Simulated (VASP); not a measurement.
Given:

```
CELL_PARAMETERS angstrom
      4.16531     0.00000     0.00000
      0.00000     4.16531     0.00000
      0.00000     0.00000     4.16531
ATOMIC_POSITIONS crystal
  Sc 0.00000 0.00000 0.00000
  Al 0.00000 0.50000 0.50000
  Al 0.50000 0.00000 0.50000
  Al 0.50000 0.50000 0.00000
```

The numbers are results of r2SCAN meta-GGA, VASP's PBE PAW potentials (set 64) (plane waves; VASP 6.6.1), not measurements. Run with 520 eV cut-off, 8×8×8 Γ-centred mesh, first-order Methfessel-Paxton smearing of 0.10 eV, potentials Sc_sv Al.

**Question.** Give the stress tensor in GPa (positive for a compressed cell).

**Answer.** 
```
-4.84   0.00   0.00
 0.00  -4.84   0.00
 0.00   0.00  -4.84
```
The pressure is its mean diagonal, -4.84 GPa.

The compound is Al3Sc in the L1_2 structure. This cell is one point of a volume scan, at 1.06 of the reference volume.
